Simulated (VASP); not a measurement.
Input:

```
EuS
1.0
    0.00000     2.90427     2.90427
    2.90427     0.00000     2.90427
    2.90427     2.90427     0.00000
Eu S
1 1
Direct
  0.00000   0.00000   0.00000
  0.50000   0.50000   0.50000
```

Method: PBE GGA with D4 dispersion, VASP's PBE PAW potentials (set 64) (plane waves; VASP). Numerical set-up: 520 eV cut-off, Gaussian smearing of 0.050 eV, potentials Eu_2 S.

The 4f electrons are frozen in the core of the lanthanide potential, so 4f levels, which can set the real gap, and their magnetism are missing.

**Question.** Give the energies of bands 5 to 10 at the high-symmetry points, in eV from the valence-band maximum.

**Answer.** 
| band | Γ | X | U | L | W |
|---|---|---|---|---|---|
| 5 | 0.00 | -1.34 | -1.60 | -2.96 | -1.62 |
| 6 | 0.00 | -0.42 | -1.27 | -1.44 | -1.14 |
| 7 | 0.00 | -0.42 | -0.94 | -1.44 | -1.14 |
| 8 | 4.05 | 1.91 | 3.44 | 5.78 | 4.75 |
| 9 | 4.05 | 6.37 | 6.86 | 6.56 | 4.75 |
| 10 | 4.05 | 6.64 | 7.47 | 7.16 | 6.90 |

The gap is indirect, 1.91 eV, from the valence maximum at Γ to the conduction minimum at X.

The compound is EuS in the rock salt structure. It was relaxed first, which changed the volume by -8 %.
